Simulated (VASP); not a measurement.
Shape and ions are relaxed at each volume.

Energy against volume of Tm (hcp). Calculation: PBE GGA with D3 dispersion (Becke-Johnson damping), VASP's PBE PAW potentials (set 64) (plane waves; VASP).

The 4f electrons are frozen in the core of the lanthanide potential, so 4f levels, which can set the real gap, and their magnetism are missing.

| V (Å³/atom) | E (eV/atom) |
|---|---|
| 27.331 | -4.79177 |
| 28.203 | -4.80589 |
| 29.076 | -4.81134 |
| 29.948 | -4.80894 |
| 30.820 | -4.79951 |

Problem. Fit a third-order Birch-Murnaghan equation of state.

Solution. 
| Quantity | Value |
|---|---|
| volume per atom | 29.23 Å³/atom |
| bulk modulus | 47.3 GPa |
| pressure derivative of the bulk modulus | 2.51 |

Measured: bulk modulus 44.5 GPa (computed value off by +6.2 %), as given by Wikipedia, Thulium (infobox). The calculation is for a static lattice, while the measured bulk modulus holds thermal and zero-point effects, which are part of the difference.

The compound is Tm in the hcp structure. It was relaxed first.
